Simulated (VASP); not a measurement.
Calculation: AM05 GGA, VASP's PBE PAW potentials (set 64) (plane waves; VASP).

A VASP calculation is set up with these files.

POSCAR:
```
PbF2
4.1890460
  0.0000000000   0.7071066996   0.7071066996
  0.7071066996   0.0000000000   0.7071066996
  0.7071066996   0.7071066996   0.0000000000
Pb F
1 2
Cartesian
  1.4142133992   1.4142133992   1.4142133992
  0.3535533498   0.3535533498   0.3535533498
  1.0606600494   1.0606600494   1.0606600494
```

**INCAR**
```
# general
SYSTEM =PbF2
PREC   =Accurate
ENCUT  =520   # plane-wave cut-off (eV)
LREAL  =.FALSE.   # projection in real space or not
LASPH  =.TRUE.   # aspherical one-centre terms

# electronic loop
EDIFF  =1E-7   # SCF stop (eV)
NELM   =100
ALGO   =Normal   # blocked Davidson
LMAXMIX=4   # l cut-off of mixed one-centre charges

# smearing
ISMEAR =0   # Gaussian
SIGMA  =0.05   # width (eV)

# functional
GGA    =AM   # AM05

# ions
ISIF   =2

# output
LWAVE  =.FALSE.
LCHARG =.FALSE.
```

### KPOINTS
```
Automatic mesh
0
Gamma
7 7 7
0 0 0
```

POTCAR, in this order: Pb_d F (PBE.64 set). Program: vasp_std.

What does the run give for the energy per atom (σ→0)?

```yaml
energy per atom (σ→0): -4.796 eV/atom
```

**OSZICAR**
```
...
DAV:   8    -0.143883566682E+02    0.17423E-02   -0.95688E-02   720   0.391E+00    0.473E-01
DAV:   9    -0.143862798895E+02    0.20768E-02   -0.17174E-02   800   0.105E+00    0.102E-01
DAV:  10    -0.143877804844E+02   -0.15006E-02   -0.17274E-03   720   0.387E-01    0.262E-02
DAV:  11    -0.143877911386E+02   -0.10654E-04   -0.88495E-05   790   0.942E-02    0.101E-02
DAV:  12    -0.143878067434E+02   -0.15605E-04   -0.27752E-05   744   0.502E-02    0.589E-03
DAV:  13    -0.143878061270E+02    0.61642E-06   -0.42897E-06   904   0.263E-02    0.858E-04
DAV:  14    -0.143878061916E+02   -0.64633E-07   -0.37737E-07   718   0.609E-03
   1 F= -.14387806E+02 E0= -.14387806E+02  d E =-.882368E-15
```

The compound is PbF2 in the fluorite structure, the β form. It was relaxed first.
